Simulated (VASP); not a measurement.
The system is SnTe.

```
Sn Te
1.0
     0.00000    3.18581    3.18581
     3.18581    0.00000    3.18581
     3.18581    3.18581    0.00000
Sn Te
1 1
Direct
  0.00000 0.00000 0.00000
  0.50000 0.50000 0.50000
```

The cell is a database's computed one.

| Item | Value |
| --- | --- |
| Program | VASP 6.6.1 |
| Task | relaxation of cell and atoms |
| Functional | LDA |
| Potentials or basis | VASP PAW LDA potentials, release 64 (Sn_d, Te) |
| Cutoff | 600 eV |
| k mesh | 12 × 12 × 12 |
| Occupations | gaussian, width 0.1 eV |
| Spin | no spin polarisation |

At the start: pressure -2.8 GPa; volume 32.33 Å³/atom.

**Question.** Where does the relaxation end?

**Answer.** Over 3 steps the energy falls by 18.0 meV/atom and the volume is 30.36 Å³/atom (-6.1 %); space group Fm-3m (No. 225, to 0.05 Å).

The path:
| step | energy change (eV) | largest force (eV/Å) | pressure (GPa) | volume (Å³) |
| --- | --- | --- | --- | --- |
| 1 | 0.0000 | 0.0000 | -2.75 | 64.67 |
| 2 | -0.0327 | 0.0000 | 0.98 | 59.61 |
| 3 | -0.0361 | 0.0000 | 0.00 | 60.71 |

Final structure:
```yaml
crystal:
  lattice:
    - [0.00000, 3.11950, 3.11950]
    - [3.11950, 0.00000, 3.11950]
    - [3.11950, 3.11950, 0.00000]
  atoms:
    - { symbol: Sn, position: [0.00000, 0.00000, 0.00000] }
    - { symbol: Te, position: [0.50000, 0.50000, 0.50000] }
```
